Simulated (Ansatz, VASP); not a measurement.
## GaP in two plane-wave programs

Aim: how closely do two programs agree when they are given the same cell, functional and k mesh? The cell is taken from a series of runs on this material, whose earlier steps may have relaxed, scaled, displaced or heated it; both programs get it as it stands.

Method: plane waves, with VASP 6.6.1 beside it; zone-centre phonons at LDA, in Ansatz 0.2.0.

## (1) The structure

It takes space group I-4m2 (No. 119, tetragonal). Conventional cell: a = 3.801 Å, b = 3.801 Å, c = 5.445 Å, α = 90.00°, β = 90.00°, γ = 90.00°. Nearest to P lie 4 Ga at 2.34 Å. Ga has 4 P at 2.34 Å nearest. Farther neighbours are not listed.

Coordinates:

```cif
data_structure
_symmetry_space_group_name_H-M 'I-4m2'
_symmetry_Int_Tables_number 119
_cell_length_a 3.8007
_cell_length_b 3.8007
_cell_length_c 5.4453
_cell_angle_alpha 90.000
_cell_angle_beta 90.000
_cell_angle_gamma 90.000
_cell_volume 78.66
loop_
_atom_site_label
_atom_site_type_symbol
_atom_site_symmetry_multiplicity
_atom_site_Wyckoff_symbol
_atom_site_fract_x
_atom_site_fract_y
_atom_site_fract_z
_atom_site_occupancy
P1 P 2 c 0.00000 0.50000 0.25000 1
Ga1 Ga 2 a 0.00000 0.00000 0.00000 1
```

## (2) VASP: zone-centre phonons, LDA

Second derivatives magnify differences that forces hide, and they need a tight electronic threshold.

Lines of VASP's logs that name or quote its potential files are left out, and so is its time.

INCAR

```
SYSTEM = GaP
PREC = Accurate
ENCUT = 500
EDIFF = 1E-08
NELM = 120
ISMEAR = 0
SIGMA = 0.01
LREAL = .FALSE.
ALGO = Normal
GGA = CA
NBANDS = 15
LORBIT = 11
LWAVE = .FALSE.
LCHARG = .FALSE.
ISIF = 2
IBRION = 8
LEPSILON = .TRUE.
LASPH = .TRUE.
GGA_COMPAT = .FALSE.
EFERMI = MIDGAP
KPAR = 2
```

POSCAR

```
GaP
1.0
    0.0000000000      2.6875115470      2.7226627486
    2.6875115470      0.0000000000      2.7226627486
    2.6875115470      2.6875115470      0.0000000000
P Ga
1 1
Direct
    0.7500000000      0.7500000000      0.7500000000
    0.0000000000      0.0000000000      0.0000000000
```

KPOINTS

```
Automatic mesh
0
Gamma
12 12 12
0 0 0
```

Potentials, in the order of the species: P and Ga_d (LDA family, release 64).

The run is started by

```console
$ mpirun -np 2 vasp_std
```

Numbers of over 12 decimals in the logs are rounded to 6 here.

Log:

```text
[banner, memory and clock lines left out]
running    2 mpi-ranks, on    1 nodes
 distrk:  each k-point on    1 cores,    2 groups
 distr:  one band on    1 cores,    1 groups

 POSCAR found type information on POSCAR P Ga
 POSCAR found :  2 types and       2 ions
 LDA part: xc-table for (Slater(with rela. corr.)+CA(PZ))
 , standard interpolation
 POSCAR, INCAR and KPOINTS ok, starting setup
 FFT: planning ... GRIDC
 FFT: planning ... GRID_SOFT
 FFT: planning ... GRID
 WAVECAR not read
 entering main loop
       N       E                     dE             d eps       ncg     rms          rms(c)
DAV:   1     0.785002042925E+02    0.78500E+02   -0.89683E+03  4978   0.168E+03
DAV:   2    -0.460876653386E+01   -0.83109E+02   -0.79453E+02  5562   0.313E+02
DAV:   3    -0.106809265837E+02   -0.60722E+01   -0.60480E+01  6143   0.681E+01
DAV:   4    -0.107815520699E+02   -0.10063E+00   -0.10059E+00  6020   0.954E+00
DAV:   5    -0.107836849242E+02   -0.21329E-02   -0.21326E-02  6354   0.123E+00    0.447E+00
DAV:   6    -0.105069886232E+02    0.27670E+00   -0.38625E-01  7557   0.113E+01    0.288E+00
DAV:   7    -0.104569384135E+02    0.50050E-01   -0.92410E-02  6440   0.223E+00    0.107E+00
DAV:   8    -0.104522916598E+02    0.46468E-02   -0.12151E-02  6306   0.128E+00    0.207E-01
DAV:   9    -0.104522548902E+02    0.36770E-04   -0.10366E-03  7216   0.424E-01    0.630E-02
DAV:  10    -0.104522524562E+02    0.24340E-05   -0.52063E-05  7581   0.883E-02    0.247E-02
DAV:  11    -0.104522585378E+02   -0.60816E-05   -0.87456E-06  6095   0.441E-02    0.745E-03
DAV:  12    -0.104522583368E+02    0.20093E-06   -0.51476E-07  6265   0.789E-03    0.503E-03
DAV:  13    -0.104522583118E+02    0.25015E-07   -0.20659E-07  6426   0.466E-03    0.914E-04
DAV:  14    -0.104522583110E+02    0.82082E-09   -0.96358E-09  4293   0.120E-03
   1 F= -.10452258E+02 E0= -.10452258E+02  d E =0.000000E+00
 Linear response reoptimize wavefunctions to high precision
DAV:   1    -0.104522583111E+02   -0.10732E-09   -0.18012E-09  5124   0.412E-04
DAV:   2    -0.104522583111E+02   -0.35016E-10   -0.23919E-10  3257   0.148E-04
 Linear response G [H, r] |phi>, progress :
  Direction:   1
       N       E                     dE             d eps       ncg     rms
RMM:   1    -0.399203822543E+02   -0.39920E+02    0.16951E+02  5683   0.238E+02
RMM:   2    -0.476631893036E+02   -0.77428E+01   -0.20440E+01 10165   0.354E+01
RMM:   3    -0.486280219251E+02   -0.96483E+00   -0.19437E+00 10203   0.865E+00
RMM:   4    -0.486648481875E+02   -0.36826E-01   -0.16028E-01 10625   0.231E+00
RMM:   5    -0.486629927548E+02    0.18554E-02   -0.39678E-03 10730   0.599E-01
RMM:   6    -0.486635971527E+02   -0.60440E-03   -0.98948E-04 10816   0.200E-01
RMM:   7    -0.486635872917E+02    0.98610E-05   -0.33963E-06 10943   0.746E-02
RMM:   8    -0.486636062014E+02   -0.18910E-04   -0.31107E-05 11007   0.308E-02
RMM:   9    -0.486636072713E+02   -0.10699E-05   -0.91254E-06 10935   0.135E-02
RMM:  10    -0.486636083892E+02   -0.11179E-05   -0.13758E-05 10852   0.688E-03
RMM:  11    -0.486636079880E+02    0.40120E-06   -0.87112E-06  9823   0.403E-03
RMM:  12    -0.486636097753E+02   -0.17873E-05   -0.25610E-05  8597   0.272E-03
RMM:  13    -0.486636080763E+02    0.16990E-05   -0.89375E-06  7347   0.220E-03
RMM:  14    -0.486636078097E+02    0.26663E-06   -0.10821E-05  6391   0.189E-03
RMM:  15    -0.486636086189E+02   -0.80920E-06   -0.15362E-05  6002   0.180E-03
RMM:  16    -0.486636086152E+02    0.37086E-08   -0.14573E-05  5763   0.172E-03
RMM:  17    -0.486636088759E+02   -0.26068E-06   -0.14765E-05  5593   0.172E-03
RMM:  18    -0.486636083557E+02    0.52020E-06   -0.17627E-05  5434   0.169E-03
 Linear response G [H, r] |phi>, progress :
  Direction:   2
       N       E                     dE             d eps       ncg     rms
RMM:   1    -0.376650562832E+02   -0.37665E+02    0.16868E+02  5705   0.234E+02
RMM:   2    -0.430656437120E+02   -0.54006E+01   -0.18199E+01 10090   0.338E+01
RMM:   3    -0.440561287258E+02   -0.99049E+00   -0.17949E+00 10129   0.841E+00
RMM:   4    -0.440920481099E+02   -0.35919E-01   -0.15189E-01 10553   0.232E+00
RMM:   5    -0.440917871736E+02    0.26094E-03   -0.66063E-03 10667   0.610E-01
RMM:   6    -0.440922546194E+02   -0.46745E-03   -0.11465E-03 10744   0.205E-01
RMM:   7    -0.440922493979E+02    0.52215E-05   -0.76766E-05 10919   0.763E-02
RMM:   8    -0.440922622104E+02   -0.12813E-04   -0.20759E-05 10963   0.322E-02
RMM:   9    -0.440922664878E+02   -0.42774E-05   -0.30245E-05 10929   0.145E-02
RMM:  10    -0.440922667127E+02   -0.22485E-06   -0.24333E-05 10856   0.728E-03
RMM:  11    -0.440922663515E+02    0.36121E-06   -0.19636E-05  9821   0.394E-03
RMM:  12    -0.440922686824E+02   -0.23310E-05   -0.46526E-05  8640   0.250E-03
RMM:  13    -0.440922694902E+02   -0.80779E-06   -0.85801E-05  7298   0.179E-03
RMM:  14    -0.440922683252E+02    0.11650E-05   -0.36713E-05  6296   0.152E-03
[...]
RMM:   7    -0.111028198489E+01   -0.38901E-04   -0.33432E-05 29711   0.316E-02    0.246E-03
RMM:   8    -0.111043592154E+01   -0.15394E-03   -0.10103E-05 30500   0.104E-02    0.826E-04
RMM:   9    -0.111041108877E+01    0.24833E-04   -0.87331E-07 30540   0.404E-03    0.313E-04
RMM:  10    -0.111040987442E+01    0.12144E-05   -0.80043E-07 30217   0.153E-03    0.112E-04
[...]
RMM:  10    -0.112420786959E+01    0.88232E-06    0.83818E-08 17682   0.157E-03    0.117E-04
RMM:  11    -0.112420417101E+01    0.36986E-05    0.47279E-08 17328   0.663E-04    0.748E-05
RMM:  12    -0.112420307375E+01    0.10973E-05    0.27660E-08 13840   0.261E-04    0.242E-05
RMM:  13    -0.112420285509E+01    0.21866E-06    0.47439E-09  8016   0.117E-04    0.116E-05
RMM:  14    -0.112420271583E+01    0.13926E-06    0.32791E-09  6457   0.725E-05    0.197E-06
 change of polarisation eV/A/(eV/A) component  3 :     0.796     0.187     2.130
 dielectric tensor                  component  3 :     3.664     0.860    10.801
 Linear response DOF=           4
 Linear response progress:
  Degree of freedom:   1/  4
       N       E                     dE             d eps       ncg     rms          rms(c)
RMM:   1    -0.507618619840E-01   -0.50762E-01    0.54119E-03 33681   0.181E+00
RMM:   2    -0.473116151513E-01    0.34502E-02   -0.60682E-03 26052   0.542E-01    0.121E-01
RMM:   3    -0.473466884455E-01   -0.35073E-04   -0.50796E-04 28862   0.174E-01    0.590E-02
RMM:   4    -0.476070140537E-01   -0.26033E-03   -0.72493E-05 28143   0.651E-02    0.113E-02
RMM:   5    -0.476205905908E-01   -0.13577E-04   -0.79642E-06 30198   0.221E-02    0.690E-03
RMM:   6    -0.476041073052E-01    0.16483E-04   -0.15148E-06 28293   0.792E-03    0.379E-03
RMM:   7    -0.476048465711E-01   -0.73927E-06   -0.24086E-07 29847   0.307E-03    0.818E-04
RMM:   8    -0.476027985734E-01    0.20480E-05   -0.31305E-08 29049   0.104E-03    0.139E-04
RMM:   9    -0.476025162009E-01    0.28237E-06   -0.76236E-09 29993   0.318E-04    0.185E-05
RMM:  10    -0.476025581762E-01   -0.41975E-07   -0.45934E-09 28940   0.113E-04    0.570E-06
RMM:  11    -0.476025536940E-01    0.44822E-08   -0.52452E-09 29912   0.473E-05    0.631E-06
 first order change of Fermi-energy   0.31839E-04
 force on displaced ion       1 direction 1 : -10.377  -0.000   0.000
 Born effective charge ion    1 direction 1 :  -2.060   0.000   0.000
 Linear response progress:
  Degree of freedom:   2/  4
       N       E                     dE             d eps       ncg     rms          rms(c)
RMM:   1    -0.506454180854E-01   -0.50645E-01    0.81699E-03 19218   0.183E+00
RMM:   2    -0.474118685763E-01    0.32335E-02   -0.60621E-03 15329   0.538E-01    0.123E-01
RMM:   3    -0.474617734671E-01   -0.49905E-04   -0.50082E-04 16843   0.173E-01    0.599E-02
RMM:   4    -0.477295297744E-01   -0.26776E-03   -0.74806E-05 16456   0.656E-02    0.114E-02
RMM:   5    -0.477426528549E-01   -0.13123E-04   -0.84353E-06 17671   0.223E-02    0.687E-03
RMM:   6    -0.477261998790E-01    0.16453E-04   -0.14521E-06 16548   0.792E-03    0.399E-03
RMM:   7    -0.477267066019E-01   -0.50672E-06   -0.23382E-07 17500   0.307E-03    0.688E-04
RMM:   8    -0.477243965088E-01    0.23101E-05   -0.27851E-08 16954   0.997E-04    0.156E-04
RMM:   9    -0.477240517502E-01    0.34476E-06   -0.34227E-09 17508   0.301E-04    0.218E-05
RMM:  10    -0.477241307780E-01   -0.79028E-07   -0.71583E-10 16945   0.109E-04    0.439E-06
RMM:  11    -0.477241214520E-01    0.93260E-08   -0.18970E-10 17550   0.471E-05    0.610E-06
 first order change of Fermi-energy  -0.15481E+01
 force on displaced ion       1 direction 3 :   0.000   0.000 -10.418
 Born effective charge ion    1 direction 3 :   0.000   0.000  -2.117
 Linear response progress:
  Degree of freedom:   3/  4
       N       E                     dE             d eps       ncg     rms          rms(c)
RMM:   1    -0.166999554996E+00   -0.16700E+00    0.12160E-01 17963   0.869E+00
RMM:   2    -0.165056829317E+00    0.19427E-02   -0.27074E-02 27756   0.143E+00    0.560E-02
RMM:   3    -0.165389136430E+00   -0.33231E-03   -0.39810E-03 28948   0.423E-01    0.412E-02
RMM:   4    -0.165245371095E+00    0.14377E-03   -0.14117E-03 30533   0.165E-01    0.142E-02
RMM:   5    -0.165219260666E+00    0.26110E-04   -0.38641E-05 30377   0.401E-02    0.514E-03
RMM:   6    -0.165223534800E+00   -0.42741E-05   -0.43003E-06 29971   0.142E-02    0.829E-04
RMM:   7    -0.165223583618E+00   -0.48818E-07   -0.54106E-07 30028   0.567E-03    0.126E-04
RMM:   8    -0.165222746049E+00    0.83757E-06   -0.32657E-07 30635   0.239E-03    0.381E-05
RMM:   9    -0.165222517077E+00    0.22897E-06   -0.14058E-07 30605   0.101E-03    0.179E-05
RMM:  10    -0.165222527453E+00   -0.10376E-07   -0.11055E-07 30640   0.454E-04    0.123E-05
RMM:  11    -0.165222473576E+00    0.53876E-07   -0.37841E-08 30478   0.215E-04    0.536E-06
RMM:  12    -0.165222460700E+00    0.12877E-07    0.28422E-08 31069   0.108E-04    0.133E-06
RMM:  13    -0.165222458502E+00    0.21974E-08    0.26145E-08 29285   0.586E-05    0.575E-07
 first order change of Fermi-energy  -0.84191E-05
 force on displaced ion       2 direction 1 : -10.388  -0.000  -0.000
 Born effective charge ion    2 direction 1 :   2.048   0.000   0.000
 Linear response progress:
  Degree of freedom:   4/  4
       N       E                     dE             d eps       ncg     rms          rms(c)
RMM:   1    -0.167194879128E+00   -0.16719E+00    0.11008E-01 10564   0.860E+00
RMM:   2    -0.165221588123E+00    0.19733E-02   -0.27050E-02 16033   0.141E+00    0.565E-02
RMM:   3    -0.165471081765E+00   -0.24949E-03   -0.38372E-03 16891   0.425E-01    0.429E-02
RMM:   4    -0.165341652229E+00    0.12943E-03   -0.88081E-04 17730   0.147E-01    0.143E-02
RMM:   5    -0.165322089216E+00    0.19563E-04   -0.34747E-05 17834   0.383E-02    0.426E-03
RMM:   6    -0.165325894208E+00   -0.38050E-05   -0.45709E-06 17488   0.136E-02    0.933E-04
RMM:   7    -0.165327226175E+00   -0.13320E-05   -0.31317E-07 17556   0.550E-03    0.129E-04
RMM:   8    -0.165325964530E+00    0.12616E-05   -0.41463E-07 17581   0.234E-03    0.517E-05
RMM:   9    -0.165325725263E+00    0.23927E-06    0.10892E-07 17924   0.992E-04    0.307E-05
RMM:  10    -0.165325519335E+00    0.20593E-06   -0.66443E-08 17572   0.447E-04    0.859E-06
RMM:  11    -0.165325604614E+00   -0.85279E-07   -0.19246E-08 17520   0.215E-04    0.396E-06
RMM:  12    -0.165325589876E+00    0.14738E-07   -0.19100E-10 18065   0.106E-04    0.259E-06
RMM:  13    -0.165325575519E+00    0.14358E-07   -0.65129E-10 17702   0.555E-05    0.782E-07
RMM:  14    -0.165325583744E+00   -0.82258E-08   -0.73980E-09 17048   0.339E-05    0.761E-07
 first order change of Fermi-energy   0.15487E+01
 force on displaced ion       2 direction 3 :  -0.000  -0.000 -10.456
 Born effective charge ion    2 direction 3 :   0.000   0.000   2.105
 Born effective charges drift removed
 Linear response finished
```

Parts of OUTCAR (step 2):

```text
ion  position               nearest neighbor table
   1  0.750  0.750  0.750-   2 2.34   2 2.34   2 2.34   2 2.34
   2  0.000  0.000  0.000-   1 2.34   1 2.34   1 2.34   1 2.34

  LATTYP: Found a body centered tetragonal cell.
 ALAT       =     3.8007152788
 C/A-ratio  =     1.4327107131

 Subroutine GETGRP returns: Found  8 space group operations
 (whereof  8 operations were pure point group operations)

The static configuration has the point symmetry D_2d.

 Found    163 irreducible k-points:

   k-points           NKPTS =    163   k-points in BZ     NKDIM =    163   number of bands    NBANDS=     15

   dimension x,y,z NGX =    28 NGY =   28 NGZ =   28
   dimension x,y,z NGXF=    56 NGYF=   56 NGZF=   56

   ENCUT  =  500.0 eV  36.75 Ry    6.06 a.u.   6.98  6.98  6.93*2*pi/ulx,y,z

   NELECT =      18.0000    total number of electrons

 k-points in reciprocal lattice and weights: Automatic mesh
   0.00000000  0.00000000  0.00000000       0.001
   0.08333333  0.00000000  0.00000000       0.005
   0.16666667  0.00000000  0.00000000       0.005
   0.25000000  0.00000000  0.00000000       0.005
   0.33333333  0.00000000  0.00000000       0.005
   0.41666667  0.00000000  0.00000000       0.005
   0.50000000  0.00000000  0.00000000       0.002
   0.08333333  0.08333333  0.00000000       0.001
   0.16666667  0.08333333  0.00000000       0.005
[...]
-0.33333333  0.16666667  0.50000000       0.002
  -0.25000000  0.25000000  0.50000000       0.001

 average (electrostatic) potential at core
       1 -84.3498       2 -66.2982

  Total        0.0250934      0.0250934     -0.2306406      0.0000000      0.0000000      0.0000000
  in kB        1.0222212      1.0222212     -9.3955401      0.0000000      0.0000000      0.0000000
  external PRESSURE =      -2.4503659 kB  Pullay stress =       0.0000000 kB

  energy-cutoff  :      500.00
  volume of cell :       39.33
      direct lattice vectors                 reciprocal lattice vectors
     0.000000000  2.687511547  2.722662749    -0.186045712  0.186045712  0.183643751
     2.687511547  0.000000000  2.722662749     0.186045712 -0.186045712  0.183643751
     2.687511547  2.687511547  0.000000000     0.186045712  0.186045712 -0.183643751

 POSITION                                       TOTAL-FORCE (eV/Angst)
 -----------------------------------------------------------------------------------
      4.03127      4.03127      4.08399        -0.000000     -0.000000     -0.000000
      0.00000      0.00000      0.00000         0.000000      0.000000      0.000000
 -----------------------------------------------------------------------------------
    total drift:                               -0.000000     -0.000000     -0.000000

 MACROSCOPIC STATIC DIELECTRIC TENSOR (including local field effects in DFT)
 ------------------------------------------------------
          10.679005     0.000000    -0.000000
           0.000000    10.679005    -0.000000
           0.000000    -0.000000    10.800999
 ------------------------------------------------------

 PIEZOELECTRIC TENSOR (including local field effects)  for field in x, y, z        (C/m^2)
          XX          YY          ZZ          XY          YZ          ZX
  --------------------------------------------------------------------------------
  x    -0.00000     0.00000     0.00000     0.00000     0.77668     0.00000
  y     0.00000    -0.00000     0.00000     0.00000     0.00000     0.77668
  z     0.00000     0.00000     0.00000     0.76067     0.00000     0.00000

 BORN EFFECTIVE CHARGES (including local field effects) (in |e|, cummulative output)
 ---------------------------------------------------------------------------------
 ion    1
    1    -2.05557     0.00000     0.00000
    2     0.00000    -2.05557     0.00000
    3     0.00000     0.00000    -2.11144
 ion    2
    1     2.05557     0.00000    -0.00000
    2     0.00000     2.05557    -0.00000
    3     0.00000     0.00000     2.11144

 Eigenvectors and eigenvalues of the dynamical matrix
 ----------------------------------------------------

   1 f  =   10.901973 THz    68.499115 2PiTHz  363.650668 cm-1    45.086916 meV
             X         Y         Z           dx          dy          dz
      4.031267  4.031267  4.083994     0.000000    0.000000    0.831643
      0.000000  0.000000  0.000000     0.000000    0.000000   -0.555310

   2 f  =   10.876139 THz    68.336798 2PiTHz  362.788950 cm-1    44.980077 meV
             X         Y         Z           dx          dy          dz
      4.031267  4.031267  4.083994     0.831978    0.000000    0.000000
      0.000000  0.000000  0.000000    -0.554809    0.000000    0.000000

   3 f  =   10.876139 THz    68.336798 2PiTHz  362.788950 cm-1    44.980077 meV
             X         Y         Z           dx          dy          dz
      4.031267  4.031267  4.083994     0.000000    0.831978    0.000000
      0.000000  0.000000  0.000000     0.000000   -0.554809    0.000000

   4 f/i=    0.002558 THz     0.016074 2PiTHz    0.085336 cm-1     0.010580 meV
             X         Y         Z           dx          dy          dz
      4.031267  4.031267  4.083994    -0.554809    0.000000    0.000000
      0.000000  0.000000  0.000000    -0.831978    0.000000    0.000000

   5 f/i=    0.002558 THz     0.016074 2PiTHz    0.085336 cm-1     0.010580 meV
             X         Y         Z           dx          dy          dz
      4.031267  4.031267  4.083994     0.000000   -0.554809    0.000000
      0.000000  0.000000  0.000000     0.000000   -0.831978    0.000000

   6 f/i=    0.009131 THz     0.057372 2PiTHz    0.304581 cm-1     0.037763 meV
             X         Y         Z           dx          dy          dz
      4.031267  4.031267  4.083994     0.000000    0.000000   -0.555310
      0.000000  0.000000  0.000000     0.000000    0.000000   -0.831643

 MACROSCOPIC STATIC DIELECTRIC TENSOR IONIC CONTRIBUTION
 ------------------------------------------------------
           1.872479     0.000000    -0.000000
           0.000000     1.872479    -0.000000
          -0.000000    -0.000000     1.965297
 ------------------------------------------------------

 ELASTIC MODULI CONTR FROM IONIC RELAXATION (kBar)
 Direction    XX          YY          ZZ          XY          YZ          ZX
 --------------------------------------------------------------------------------
 XX           0.0000      0.0000      0.0000      0.0000      0.0000      0.0000
 YY           0.0000      0.0000      0.0000      0.0000      0.0000      0.0000
 ZZ           0.0000      0.0000      0.0000      0.0000      0.0000      0.0000
 XY           0.0000      0.0000      0.0000   -227.1286      0.0000      0.0000
 YZ           0.0000      0.0000      0.0000      0.0000   -234.0374      0.0000
 ZX           0.0000      0.0000      0.0000      0.0000      0.0000   -212.2517
 --------------------------------------------------------------------------------

 PIEZOELECTRIC TENSOR IONIC CONTR  for field in x, y, z        (C/m^2)
          XX          YY          ZZ          XY          YZ          ZX
  --------------------------------------------------------------------------------
  x     0.00000     0.00000     0.00000     0.00000    -0.62291     0.00000
  y     0.00000     0.00000     0.00000     0.00000     0.00000    -0.59321
  z     0.00000     0.00000     0.00000    -0.62867     0.00000     0.00000
```

The dielectric response converges more slowly with the mesh than energies do, so tensor and charges may still move on a finer one.

(Continued in part 2 of 2.)

[Lines on the potential files, build, host, timing and source positions are cut from VASP's logs without a mark.]

[Logs are printed without paths, hosts, clocks, repeated set-up lines and the standing remarks that a program may print on its own settings, such as how far it seeks lower states.]

[Hosts, paths, dates, database ids (printed as entryN), source tags and the programs' standing remarks are cut or masked in the printed files.]
